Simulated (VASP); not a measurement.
Computed with PBEsol GGA, VASP's PBE PAW potentials (set 64) (plane waves; VASP 6.6.1).

Input for VASP

**POSCAR**
```
HgI2
1
    4.1375698460     0.0000004962    -0.0000000000
   -2.0687839505     3.5832381904    -0.0000000000
   -0.0000000000     0.0000000000    16.6586565862
Hg I
1 2
Direct
  0.6666670000   0.3333330000   0.5000000000
  0.3333330000   0.6666670000   0.3868713245
  0.3333330000   0.6666670000   0.6131286755
```

**KPOINTS**
```
Automatic mesh
0
Gamma
6 6 1
0 0 0
```

**INCAR**
```
SYSTEM = HgI2
PREC = Accurate
ENCUT = 400
EDIFF = 1E-6
NELM = 100
ALGO = Normal
LREAL = .FALSE.
LASPH = .TRUE.
ISMEAR = 0
SIGMA = 0.05
GGA = PS
LMAXMIX = 6
LWAVE = .FALSE.
LCHARG = .FALSE.
IBRION = 2
ISIF = 4
NSW = 60
EDIFFG = -0.02
```

POTCAR, in this order: Hg I (PBE.64 set). Program: vasp_std.

### Question
What will the output report for the number of irreducible k-points (NKPTS), number of bands (NBANDS), largest plane-wave count, number of space-group operations, FFT grid (NGX, NGY, NGZ)?

### Answer

| Quantity | Value |
|---|---|
| number of irreducible k-points (NKPTS) | 7 |
| number of bands (NBANDS) | 17 |
| largest plane-wave count | 4507 |
| number of space-group operations | 12 |
| FFT grid (NGX, NGY, NGZ) | 28 × 28 × 112 |

The cell is a sheet with vacuum, built from a generated structure.
